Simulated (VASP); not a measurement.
An input for Quantum ESPRESSO's pw.x (written as the equivalent of a VASP run, and not itself run):

```
&CONTROL
  calculation = 'vc-relax'
  pseudo_dir = './pseudo'
  outdir = './out'
  tprnfor = .true.
  tstress = .true.
  nstep = 40
  forc_conv_thr = 0.00078
/
&SYSTEM
  ibrav = 0
  nat = 2
  ntyp = 2
  ecutwfc = 62.5
  occupations = 'smearing'
  smearing = 'gaussian'
  degauss = 0.003675
  input_dft = 'pbesol'
/
&ELECTRONS
  conv_thr = 7.3e-08
  electron_maxstep = 100
/
&IONS
/
&CELL
/
ATOMIC_SPECIES
  Pb 207.200 Pb.upf
  S 32.060 S.upf
CELL_PARAMETERS angstrom
     0.0000000    2.9497605    2.9497605
     2.9497605    0.0000000    2.9497605
     2.9497605    2.9497605    0.0000000
ATOMIC_POSITIONS crystal
  Pb   0.0000000  0.0000000  0.0000000
  S    0.5000000  0.5000000  0.5000000
K_POINTS automatic
  8 8 8 0 0 0
```

### Question
Write the VASP files for the same calculation (PBEsol).

### Answer
One answer among several that fit: 
POSCAR:
```
PbS
1
    0.0000000000     2.9497605190     2.9497605190
    2.9497605190     0.0000000000     2.9497605190
    2.9497605190     2.9497605190     0.0000000000
Pb S
1 1
Direct
  0.0000000000   0.0000000000   0.0000000000
  0.5000000000   0.5000000000   0.5000000000
```

INCAR:
```
SYSTEM = PbS
PREC = Accurate; ENCUT = 500; LREAL = .False.
LASPH = .True.
EDIFF = 1E-6; NELM = 100; ALGO = Normal
LMAXMIX = 4
ISMEAR = 0; SIGMA = 0.05
GGA = PS
IBRION = 2; NSW = 40; ISIF = 3
EDIFFG = -0.02
LWAVE = .False.; LCHARG = .False.
```

### KPOINTS
```
Automatic mesh
0
Gamma
8 8 8
0 0 0
```

POTCAR, in this order: Pb_d S (PBE.64 set). Program: vasp_std.

The two are equivalent in intent, not identical: the potentials are each code's own (VASP's PAW set, PseudoDojo norm-conserving files in pw.x), so ENCUT and ecutwfc are chosen apart and not converted; conv_thr bounds pw.x's estimated SCF error, while EDIFF bounds the energy change between steps; forc_conv_thr acts on force components and is met together with etot_conv_thr.

The structure was generated: PbS was put into the rock salt type (Fm-3m), which need not be its known phase. It was relaxed first, which changed the volume by +29 %.
